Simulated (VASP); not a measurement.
```xyz
2
Lattice="0.0000 2.7859 2.7859 2.7859 0.0000 2.7859 2.7859 2.7859 0.0000" Properties=species:S:1:pos:R:3 pbc="T T T"
Zr     0.0000     0.0000     0.0000
Al     2.7859     2.7859     2.7859
```

Calculation: PBE GGA, VASP's PBE PAW potentials (set 64) (plane waves; VASP). Settings: 400 eV cut-off, 13×13×13 Γ-centred mesh, tetrahedra with Blöchl corrections, potentials Zr_sv Al.

**Question.** What does the run give for the energy per atom (σ→0), band gap (on the k-mesh) with the smallest direct gap where there is one?

**Answer.** 
| Property | Value |
|---|---|
| band gap (on the k-mesh) | none (metal, semimetal or under 0.01 eV) |
| energy per atom (σ→0) | -6.105 eV/atom |

The structure was generated: ZrAl was put into the rock salt type (Fm-3m), which need not be its known phase. It was relaxed first, which changed the volume by -34 %. The electron count is odd and the run is not spin-polarised, which forces a metal.
